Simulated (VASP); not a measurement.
# Uniaxial [001] strain in zinc-blende CdTe: Poisson ratio, Young's modulus and limits of linear elasticity at LDA

A CdTe layer in a detector or solar cell is strained by its substrate and by cooling after growth, and the resulting stress can bend the wafer or crack the film. To estimate that stress I need the elastic moduli and the strain at which they stop being constant. I stretch and compress the crystal along [001] by up to 2 %, let the sides relax until the stress across the axis vanishes, and follow the transverse strain, the axial stress and the energy per atom. Strains are measured against the LDA-relaxed cubic cell, and tension is positive. Everything refers to a perfect static lattice.

## Set-up

The start is a typed prototype cell. The crystal was relaxed with LDA. Strain is imposed along [001]; the strain across the axis is adjusted until the stress across it vanishes, and the atoms are relaxed with LDA. VASP 6.6.1, plane waves with PAW, cutoff 450 eV, no spin polarisation, no spin-orbit coupling, k mesh 8×8×8, static lattice.

Notes on method and selection:

- Runs that did not converge, have known faults or may not be shown are not listed, and runs on Ansatz's PAW sets soft_1 and soft_2 are kept to separate tables.

Columns:

- strain (%): strain along the axis (tension positive).
- gap (eV): band gap on the k mesh at LDA.
- transverse strain (%): strain across the axis.
- stress (GPa): stress along the axis, tension positive.
- strain energy (meV/atom): energy per atom above the relaxed crystal.

## Computed values

| member | strain (%) | gap (eV) | transverse strain (%) | stress (GPa) | strain energy (meV/atom) |
| --- | --- | --- | --- | --- | --- |
| −2 % | −2.0 | 0.592 | 0.829 | −0.486 | 1.144 |
| −1.5 % | −1.5 | 0.605 | 0.620 | −0.371 | 0.674 |
| −1 % | −1.0 | 0.618 | 0.414 | −0.252 | 0.338 |
| −0.5 % | −0.5 | 0.631 | 0.208 | −0.128 | 0.113 |
| 0 % | 0.0 | 0.644 | 0.000 | −0.003 | 0.023 |
| +0.5 % | 0.5 | 0.633 | −0.199 | 0.131 | 0.072 |
| +1 % | 1.0 | 0.621 | −0.401 | 0.267 | 0.254 |
| +1.5 % | 1.5 | 0.609 | −0.601 | 0.404 | 0.565 |
| +2 % | 2.0 | 0.597 | −0.800 | 0.546 | 1.031 |

Least-squares fits to the whole series, with x = strain (%); R² and errors in the fitted variable (y, or ln y where the fit is in ln y):

| y | members | fit | R² | rms residual | leave-one-out rms | the same for the mean of the others |
| --- | --- | --- | --- | --- | --- | --- |
| transverse strain (%) | 9 | y = 0.007778 − 0.4072 x | 1.00 | 0.0045 | 0.0063 | 0.59 |
| stress (GPa) | 9 | y = 0.01200 + 0.2583 x | 1.00 | 0.011 | 0.016 | 0.38 |

## Interpretation

The transverse strain follows the axial strain with a slope of −0.4072, so the Poisson ratio ν is 0.407. The stress rises by 0.2583 GPa per % of strain, which gives a Young's modulus along [001] of E = 0.2583 × 100 = 25.83 GPa. Both lines predict left-out rows far better than the mean does.

For a cubic crystal under [001] stress, two combinations of elastic constants follow:

- C₁₁ − C₁₂ = E/(1 + ν) = 25.83 / (1 + 0.4072) = 18.4 GPa
- bulk modulus B = E/[3(1 − 2ν)] = 25.83 / (3 × (1 − 2 × 0.4072)) = 46.4 GPa

Hence C₁₁ = 46.4 + 2 × 18.4 / 3 = 58.7 GPa and C₁₂ = 46.4 − 18.4 / 3 = 40.3 GPa. C₄₄ does not enter, because this strain contains no shear of the cube axes against each other.

The crystal is much softer in shape than in volume, and the bonds show why. The atoms keep their fractional positions, so the bond length changes, to first order, by one third of the summed strains. At +2 % that is (2.0 − 2 × 0.800) / 3 = 0.13 %. The bonds mostly turn, and bending bond angles costs much less than stretching bonds.

The stress is not quite linear. Between −2 % and −1.5 % its slope is (0.486 − 0.371) / 0.5 = 0.230 GPa per %, and between +1.5 % and +2 % it is (0.546 − 0.404) / 0.5 = 0.284 GPa per %. CdTe therefore stiffens in tension and softens in compression. A likely contribution is that tension turns the bonds towards the axis, where their stiff stretching carries more of the load.

The strain energy is close to quadratic. Averaged over both signs and counted from the 0 % row, it is (0.338 + 0.254) / 2 − 0.023 = 0.273 meV/atom at 1 % and (1.144 + 1.031) / 2 − 0.023 = 1.06 meV/atom at 2 %. The ratio is 1.06 / 0.273 = 3.9, where a pure square gives 4.

The gap is largest in the cubic cell. Strain of either sign splits the threefold valence-band top, and one branch moves up towards the conduction band.

## Residuals

Largest departures from the fit to the whole series:

| member | transverse strain (%) | fit | computed − fit | in rms residuals |
| --- | --- | --- | --- | --- |
| 0 % | 0.000 | 0.008 | −0.008 | 1.7 |
| −2 % | 0.829 | 0.822 | +0.007 | 1.5 |
| +2 % | −0.800 | −0.807 | +0.007 | 1.5 |
| −0.5 % | 0.208 | 0.211 | −0.003 | 0.8 |

The 0 % row lies farthest from the transverse line, by −0.008 %. Part of this is the line being lifted by curvature. The rest arises because this row keeps its cubic cell and a residual stress of −0.003 GPa, while the other rows have their sides adjusted. Releasing that stress across the axis would widen the cell by 0.003 / (58.7 + 40.3) = 0.00003, or 0.003 %.

The rows at −2 % and +2 % both lie 0.007 % above the line. This is mainly the geometry of finite strain: a constant ratio of logarithmic strains adds ½ν(1 + ν)ε², which is 0.5 × 0.407 × (1 + 0.407) × 0.02² = 0.00011, or 0.011 %, at either end.

The energies have an oddity of their own. Compression costs more than tension (1.144 against 1.031 meV/atom at 2 %), although the stress is larger in tension. The likeliest cause is the finite plane-wave basis. At a fixed cutoff the number of plane waves changes with the cell; the energies include the effect of that change, but the computed stress leaves it out (the Pulay stress). A cell relaxed to zero computed stress is then slightly too small, and the energy still falls as the volume grows in tension. From the ±0.5 % rows it falls by (0.113 − 0.072) / 1.0 = 0.041 meV/atom per % towards tension, which puts its minimum near 0.041 / (2 × 0.273) = 0.08 % strain. The 0.023 meV/atom at zero strain is an offset of the reference energy, and it cancels in differences between rows.

## Using the table

**What strain does a tensile stress of 0.30 GPa produce?**
The stress lies between the rows at 1.0 % (0.267 GPa) and 1.5 % (0.404 GPa). Interpolation gives 1.0 + 0.5 × (0.300 − 0.267) / (0.404 − 0.267) = 1.12 %. The constant modulus gives 0.300 / 0.2583 = 1.16 %, which is close enough for most design work.

**Can the moduli be taken from a single cell strained by 2 %?**
In compression E = 100 × 0.486 / 2.0 = 24.3 GPa and ν = 0.829 / 2.0 = 0.415, so C₁₁ − C₁₂ = 24.3 / (1 + 0.415) = 17.2 GPa. In tension E = 100 × 0.546 / 2.0 = 27.3 GPa and ν = 0.800 / 2.0 = 0.400, so C₁₁ − C₁₂ = 27.3 / (1 + 0.400) = 19.5 GPa. Each is about 6 % away from the 18.4 GPa of the whole series, on opposite sides. Two cells of opposite strain remove most of the error, since (17.2 + 19.5) / 2 = 18.4 GPa.

**What stress does a (001) film carry when its substrate stretches it by 0.5 % in both in-plane directions?**
With a free surface the biaxial modulus is C₁₁ + C₁₂ − 2C₁₂²/C₁₁ = 58.7 + 40.3 − 2 × 40.3² / 58.7 = 43.7 GPa. The in-plane stress is 43.7 × 0.005 = 0.22 GPa. The film thins by 2 × 40.3 / 58.7 × 0.5 = 0.69 %.

## Rules of thumb and their limits

Against a straight line of 0.258 GPa per % through zero, the computed stress is off by at most 0.009 GPa at ±1 %, under 4 %, and by 0.030 GPa at ±2 %, about 6 %. I would use constant moduli up to 1 % and add the curvature beyond. The Poisson ratio stays nearly constant over the whole range once logarithmic strains are used and the small residual stress of the starting cell is allowed for.

I take the moduli from the stress slopes, because the basis term missing from the stress is nearly constant over this range and hardly changes them.

LDA usually binds too strongly and makes crystals of this kind somewhat too stiff. Thermal motion, absent here, softens the lattice. Both put the computed moduli on the high side of those expected for a warm crystal. Dislocations are also absent: bulk CdTe yields plastically well below the largest stresses in the table, so the upper part of the range is of use mainly for thin, coherently strained layers.
